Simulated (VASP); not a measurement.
Here is a VASP 6.6.1 calculation.

Contents of INCAR:

```
PREC     = Accurate       # precision mode
ENCUT    = 520            # plane-wave cutoff, eV
EDIFF    = 1E-6           # SCF threshold, eV
ISMEAR   = -1             # smearing method
SIGMA    = 0.05           # smearing width, eV
LREAL    = F              # projectors in reciprocal space
LASPH    = T              # aspherical terms in the spheres
NELM     = 60             # most SCF steps
ALGO     = Fast           # electronic algorithm
ISIF     = 2              # what is computed and relaxed
LWAVE    = F              # write WAVECAR
LCHARG   = F              # write CHGCAR
GGA      = PS             # functional
NBANDS   = 26             # bands
```

KPOINTS

```
Automatic mesh
0
Gamma
  2 2 2
```

File POSCAR:

```
Mg12B
1.0
    6.4200000000      0.0000000000      0.0000000000
   -4.8150000000      8.3398250000      0.0000000000
    0.0000000000      0.0000000000      5.2130400000
Mg B
12 1
Direct
    0.0039435763      0.0059033627     -0.0000057979
    0.1704148218      0.2274701334      0.4984644402
   -0.0056945787      0.3299669040     -0.0006939677
    0.1622981731      0.5444556721      0.4852524505
    0.0006992807      0.6623560392      0.0001975533
    0.1715544236      0.8963400081      0.4933324410
    0.5042723655      0.0109810067      0.0147447115
    0.6711267978      0.2253882587      0.5013003725
    0.4954588844      0.3278469354      0.0014344478
    0.6621673348      0.5487503260      0.4987097597
    0.4937445057      0.6588991752      0.0071084230
    0.6654332185      0.8941757866      0.4986601779
    0.8302383963      0.7770504920      0.7485491883
```

Potentials or basis: VASP PAW PBE potentials, release 64 (Mg, B).

Command:

```console
$ cat potpaw_PBE.64/Mg/POTCAR potpaw_PBE.64/B/POTCAR > POTCAR
$ mpirun -np 1 vasp_std > vasp.out
```

Task: What does it give for the band gap on the k mesh?

Result: None (metal or under the smearing width).

Task: Estimate the pressure.

Result: 0.1 GPa.

Forces on the atoms (eV/Å):
```
Mg  -0.018 -0.026  0.016
Mg   0.001 -0.005 -0.008
Mg  -0.003 -0.003 -0.001
Mg  -0.004  0.008 -0.011
Mg  -0.032  0.015  0.013
Mg  -0.039 -0.021 -0.014
Mg  -0.001 -0.006  0.011
Mg   0.004  0.003  0.000
Mg  -0.001  0.005  0.006
Mg   0.007  0.013 -0.023
Mg   0.012  0.008  0.020
Mg   0.003 -0.012 -0.032
B    0.070  0.022  0.021
```

Caveat: the k mesh is coarse (spacing up to 0.60 Å⁻¹), so the values aren't converged; the PAW data sets were made with another functional, which shifts forces and pressure a little.
